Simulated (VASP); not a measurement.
# ScCr (P6_3mc) in VASP: reference runs

Aim: a first look at ScCr with PBE, on the cell as given.

All numbers are computed with VASP 6.6.1; they aren't measurements. Logs are shortened: lines on timing, memory, paths and dates and some standing lists are left out, and cuts for length are marked.

## Step 1: The crystal as given

The structure is hexagonal, space group P6_3mc (No. 186). Conventional cell: a = 3.784 Å, b = 3.784 Å, c = 5.732 Å, α = 90.00°, β = 90.00°, γ = 120.00°. Sc (site symmetry 3m) has 4 Cr at 2.26 to 2.27 Å as nearest neighbours. Cr (site symmetry 3m) has 4 Sc at 2.26 to 2.27 Å as nearest neighbours.

The cell was built by a generator and needn't be a form met in nature.

## Step 2: Single point, PBE, collinear spin, ferromagnetic start

File INCAR:

```
PREC = Accurate
ENCUT = 520
EDIFF = 1E-7
ISMEAR = -1
SIGMA = 0.05
LREAL = F
LASPH = T
NELM = 150
ALGO = Normal
ISIF = 2
LWAVE = F
LCHARG = F
ISPIN = 2
MAGMOM = 0 0 3 3
LORBIT = 11
LMAXMIX = 4
GGA = PE
NBANDS = 35
```

File KPOINTS:

```
regular mesh
0
Gamma
  8 8 5
```

File POSCAR:

```
ScCr
1.0
    3.7844607000      0.0000000000      0.0000000000
   -1.8922303500      3.2774391100      0.0000000000
    0.0000000000      0.0000000000      5.7320909700
Sc Cr
2 2
Direct
    0.6666666700      0.3333333300      0.8850309800
    0.3333333300      0.6666666700      0.3850309800
    0.6666666700      0.3333333300      0.4899689900
    0.3333333300      0.6666666700      0.9899689900
```

Potentials or basis: VASP PAW PBE potentials, release 64 (Sc_sv, Cr_pv).

On the command line:

```bash
$ cat potpaw_PBE.64/Sc_sv/POTCAR potpaw_PBE.64/Cr_pv/POTCAR > POTCAR
$ mpirun -np 1 vasp_std > vasp.out
```

OUTCAR:

```text
PREC = Accurate
   ENCUT = 520
   EDIFF = 1E-7
   ISMEAR = -1
   LREAL = F
   LASPH = T
   NELM = 150
   ISIF = 2
   ISPIN = 2
   LORBIT = 11
   GGA = PE

 ion  position               nearest neighbor table
   1  0.667  0.333  0.885-   3 2.26   4 2.27   4 2.27   4 2.27
   2  0.333  0.667  0.385-   4 2.26   3 2.27   3 2.27   3 2.27
   3  0.667  0.333  0.490-   1 2.26   2 2.27   2 2.27   2 2.27
   4  0.333  0.667  0.990-   2 2.26   1 2.27   1 2.27   1 2.27

  LATTYP: Found a hexagonal cell.
 ALAT       =     3.7844607000
 C/A-ratio  =     1.5146387886

  Lattice vectors:

 A1 = (   3.7844607000,   0.0000000000,   0.0000000000)
 A2 = (  -1.8922303500,   3.2774391100,   0.0000000000)
 A3 = (   0.0000000000,   0.0000000000,   5.7320909700)

Analysis of symmetry for initial positions (statically):
=====================================================================
 Subroutine PRICEL returns:
 Original cell was already a primitive cell.

 Routine SETGRP: Setting up the symmetry group for a
 hexagonal supercell.

 Subroutine GETGRP returns: Found 12 space group operations
 (whereof  6 operations were pure point group operations)
 out of a pool of 24 trial point group operations.

The static configuration has the point symmetry C_3v.
 The point group associated with its full space group is C_6v.

Analysis of symmetry for dynamics (positions and initial velocities):
=====================================================================
 Subroutine PRICEL returns:
 Original cell was already a primitive cell.

 Routine SETGRP: Setting up the symmetry group for a
 hexagonal supercell.

 Subroutine GETGRP returns: Found 12 space group operations
 (whereof  6 operations were pure point group operations)
 out of a pool of 24 trial point group operations.

The dynamic configuration has the point symmetry C_3v.
 The point group associated with its full space group is C_6v.

Analysis of structural, dynamic, and magnetic symmetry:
=====================================================================
 Subroutine PRICEL returns:
 Original cell was already a primitive cell.

 Routine SETGRP: Setting up the symmetry group for a
 hexagonal supercell.

 Subroutine GETGRP returns: Found 12 space group operations
 (whereof  6 operations were pure point group operations)
 out of a pool of 24 trial point group operations.

The overall configuration has the point symmetry C_3v.
 The point group associated with its full space group is C_6v.

 Subroutine INISYM returns: Found 12 space group operations
 (whereof  6 operations are pure point group operations),
[... 128 lines left out ...]
   IVDW    =     0    specifies the selected vdW correction
   LEPSILON=     F    determine dielectric tensor
   LRPA    =     F    only Hartree local field effects (RPA)
 spin polarized calculation
  energy-cutoff  :      520.00
  volume of cell :       71.10
 maximum number of plane-waves:      1934
   NGX = 15   NGY = 15   NGZ = 21

 number of electron      45.9999990 magnetization       6.1400865

 Free energy of the ion-electron system (eV)
  ---------------------------------------------------
  ext. energy  EPLUGINS =         0.00000000
  ---------------------------------------------------
  free energy    TOTEN  =       -22.33654077 eV

  energy without entropy =      -22.31524237  energy(sigma->0) =      -22.32589157

 E-fermi :   5.9123     XC(G=0): -10.9622

 val. band max:        5.9031593791   @ k =   0.3750   0.2500   0.4000
 cond. band min:       5.9131902216   @ k =   0.0000   0.0000   0.2000
 fundamental gap:      0.0100308425
 Fermi energy:         5.9122836218

 spin component 1

 k-point     1 :       0.0000    0.0000    0.0000
  band No.  band energies     occupation
      1     -42.9367      1.00000
      2     -42.9106      1.00000
      3     -37.7666      1.00000
      4     -37.7666      1.00000
      5     -37.7571      1.00000
      6     -37.7571      1.00000
[... 901 lines left out ...]
     34      10.0715      0.00000
     35      10.1083      0.00000

 [... further k-points ...]

 spin component 2

 k-point     1 :       0.0000    0.0000    0.0000
  band No.  band energies     occupation
      1     -42.7707      1.00000
      2     -42.7592      1.00000
      3     -35.1294      1.00000
      4     -35.1294      1.00000
      5     -35.1173      1.00000
      6     -35.1173      1.00000
[... 901 lines left out ...]
     34      10.6607      0.00000
     35      10.9595      0.00000

 [... further k-points ...]

------------------------ aborting loop because EDIFF is reached ----------------------------------------

  FORCE on cell =-STRESS in cart. coord.  units (eV):
  Direction    XX          YY          ZZ          XY          YZ          ZX
  --------------------------------------------------------------------------------------
  -------------------------------------------------------------------------------------
  Total       11.0527654     11.0527654      7.8221320     -0.0000000      0.0000000      0.0000000
  in kB      249.0748218    249.0748224    176.2722774     -0.0000000      0.0000000      0.0000000
  external PRESSURE =     224.8073072 kB  Pullay stress =       0.0000000 kB

 VOLUME and BASIS-vectors are now :
 -----------------------------------------------------------------------------
  energy-cutoff  :      520.00
  volume of cell :       71.10
      direct lattice vectors                 reciprocal lattice vectors
     3.784460700  0.000000000  0.000000000     0.264238442  0.152558136  0.000000000
    -1.892230350  3.277439110  0.000000000     0.000000000  0.305116271  0.000000000
     0.000000000  0.000000000  5.732090970     0.000000000  0.000000000  0.174456408

 POSITION                                       TOTAL-FORCE (eV/Angst)
 -----------------------------------------------------------------------------------
      1.89223      1.09248      5.07308        -0.000000      0.000000      0.862776
     -0.00000      2.18496      2.20703         0.000000     -0.000000      0.862776
      1.89223      1.09248      2.80855        -0.000000      0.000000     -0.862776
     -0.00000      2.18496      5.67459         0.000000     -0.000000     -0.862776
 -----------------------------------------------------------------------------------
    total drift:                                0.000007     -0.000004     -0.000310

  FREE ENERGIE OF THE ION-ELECTRON SYSTEM (eV)
  ---------------------------------------------------
  free  energy   TOTEN  =       -22.3365407700 eV

  energy  without entropy=      -22.3152423731  energy(sigma->0) =      -22.32589157

 total charge

# of ion       s       p       d       tot
------------------------------------------
    1        2.311   6.132   1.631  10.074
    2        2.311   6.132   1.631  10.074
    3        0.404   6.107   4.603  11.114
    4        0.404   6.107   4.603  11.114
--------------------------------------------------
tot          5.430  24.477  12.469  42.376

 magnetization (x)

# of ion       s       p       d       tot
------------------------------------------
    1        0.070   0.072   0.166   0.308
    2        0.070   0.072   0.166   0.308
    3        0.122   0.008   2.713   2.843
    4        0.122   0.008   2.713   2.843
--------------------------------------------------
tot          0.382   0.161   5.758   6.302
```

OSZICAR:

```text
N       E                     dE             d eps       ncg     rms          rms(c)
DAV:   1     0.715052745690E+03    0.71505E+03   -0.23534E+04  4224   0.151E+03
DAV:   2     0.208939926010E+02   -0.69416E+03   -0.67641E+03  4232   0.564E+02
DAV:   3    -0.209106899605E+02   -0.41805E+02   -0.36940E+02  6428   0.165E+02
DAV:   4    -0.226230368373E+02   -0.17123E+01   -0.16881E+01  6557   0.341E+01
DAV:   5    -0.226474952576E+02   -0.24458E-01   -0.24424E-01  6900   0.424E+00    0.163E+01
DAV:   6    -0.223271647922E+02    0.32033E+00   -0.33857E+00  6210   0.159E+01    0.712E+00
DAV:   7    -0.224258205674E+02   -0.98656E-01   -0.13254E+00  5445   0.859E+00    0.470E+00
DAV:   8    -0.223393549113E+02    0.86466E-01   -0.76225E-01  6616   0.774E+00    0.237E+00
DAV:   9    -0.223364047950E+02    0.29501E-02   -0.63646E-02  6799   0.243E+00    0.949E-01
DAV:  10    -0.223362732737E+02    0.13152E-03   -0.71850E-03  5664   0.684E-01    0.156E-01
DAV:  11    -0.223365639213E+02   -0.29065E-03   -0.65762E-04  6130   0.223E-01    0.461E-02
DAV:  12    -0.223365472148E+02    0.16706E-04   -0.76097E-05  7096   0.614E-02    0.202E-02
DAV:  13    -0.223365417711E+02    0.54436E-05   -0.85517E-06  6464   0.194E-02    0.612E-03
DAV:  14    -0.223365407915E+02    0.97958E-06   -0.12733E-06  5312   0.873E-03    0.286E-03
DAV:  15    -0.223365406823E+02    0.10921E-06   -0.29620E-07  4456   0.419E-03    0.113E-03
DAV:  16    -0.223365407700E+02   -0.87702E-07   -0.43596E-08  2648   0.211E-03
   1 F= -.22336541E+02 E0= -.22325892E+02  d E =-.212984E-01  mag=     6.1401
```

stdout:

```text
POSCAR found type information on POSCAR ScCr
 POSCAR found :  2 types and       4 ions
 scaLAPACK will be used
 LDA part: xc-table for (Slater+PW92), standard interpolation
 POSCAR, INCAR and KPOINTS ok, starting setup
 FFT: planning ... GRIDC
 FFT: planning ... GRID_SOFT
 FFT: planning ... GRID
 WAVECAR not read
 entering main loop
```

Wall time 2.9 min (1 thread of Intel Xeon Platinum 8488C (Sapphire Rapids), shared host); peak memory 0.28 GiB.

What came out:

```yaml
Free_energy: -22.3365 eV
Pressure: 22.5 GPa
Largest_force: 0.863 eV/Å
Band_gap_on_the_k_mesh: none (metal or under the smearing width)
Net_moment: 6.14 μB per cell
Site_moments: Sc +0.31; Cr +2.84 μB
Valence_electrons_inside_the_program's_atomic_spheres: Sc 10.07; Cr 11.11
```

Forces in eV/Å, atoms in the order of the input:
```
Sc   0.000  0.000  0.863
Sc   0.000  0.000  0.863
Cr   0.000  0.000 -0.863
Cr   0.000  0.000 -0.863
```

Levels at points of the mesh, in eV from the Fermi level:
Spin up:
```
           k point  band 24  band 25  band 26  band 27  band 28  band 29
(0.00, 0.00, 0.00)    -1.21    -1.12    -1.12     0.08     1.21     1.21
(0.50, 0.00, 0.00)    -0.99    -0.76    -0.65     0.52     0.59     2.11
```
Spin down:
| k point | band 18 | band 19 | band 20 | band 21 | band 22 | band 23 |
| --- | --- | --- | --- | --- | --- | --- |
| (0.00, 0.00, 0.00) | -1.36 | -1.12 | -0.13 | 0.17 | 0.17 | 0.47 |
| (0.50, 0.00, 0.00) | -1.64 | -1.21 | -0.59 | 0.06 | 0.49 | 0.65 |

Caveat: so large a pressure means that the cell lies far from this level's equilibrium, or that cutoff or potentials fall short.
